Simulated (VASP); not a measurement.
The system is MnSiSe3.

```xyz
5
Lattice="4.8341 0.0000 0.0000 0.0000 4.8341 0.0000 0.0000 0.0000 4.8341" Properties=species:S:1:pos:R:3 pbc="T T T"
Mn    0.0000    0.0000    0.0000
Si    2.4171    2.4171    2.4171
Se    0.0000    2.4171    2.4171
Se    2.4171    0.0000    2.4171
Se    2.4171    2.4171    0.0000
```

The cell was built by a generator and needn't be a form met in nature.

Base run:

```yaml
Program: VASP 6.6.1
Functional: revPBE
Potentials_or_basis: VASP PAW PBE potentials, release 64 (Mn_pv, Si, Se)
Cutoff: 520 eV
k_mesh: 5 × 5 × 5
Occupations: fermi-dirac, width 0.05 eV
Spin: collinear spin, ferromagnetic start
Starting_moments: "[4.0, 0.0, 0.0, 0.0, 0.0] μB"
```

Its results: pressure 1.3 GPa; net moment 5.29 μB per cell; site moments Mn +4.52; Si +0.06; Se +0.06 μB.

Task: After a change of settings the same cell gave: pressure -0.7 GPa; net moment 5.36 μB per cell; site moments Mn +4.66; Si +0.08; Se +0.03 μB. Which change was it?
A. functional from revPBE to AM05
B. functional from revPBE to PBEsol
C. functional from revPBE to RPBE
D. functional from revPBE to r2SCAN

Result: D.

Caveats: the PAW data sets were made with another functional, which shifts forces and pressure a little; a cell with one magnetic atom can't hold antiferromagnetic order, which such compounds often take.

Not every run made on this cell is shown here.
